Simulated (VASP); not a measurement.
Consider the following.

```xyz
5
Lattice="4.2647 0.0000 0.0000 0.0000 4.2647 0.0000 0.0000 0.0000 4.2647" Properties=species:S:1:pos:R:3 pbc="T T T"
Ba     0.0000     0.0000     0.0000
Hf     2.1323     2.1323     2.1323
O      2.1323     0.0000     2.1323
O      0.0000     2.1323     2.1323
O      2.1323     2.1323     0.0000
```

All values below come from PBE GGA with D4 dispersion, VASP's PBE PAW potentials (set 64) (plane waves; VASP). Settings: 520 eV cut-off, 5×5×5 Γ-centred mesh, Gaussian smearing of 0.050 eV, potentials Ba_sv Hf_pv O.

**Question.** Give the stress tensor in GPa (positive for a compressed cell).

**Answer.** 
```
-8.40   0.00   0.00
 0.00  -8.40   0.00
 0.00   0.00  -8.40
```
The pressure is its mean diagonal, -8.40 GPa.

The compound is BaHfO3 in the cubic perovskite structure. This cell is one point of a volume scan, at 1.06 of the reference volume.
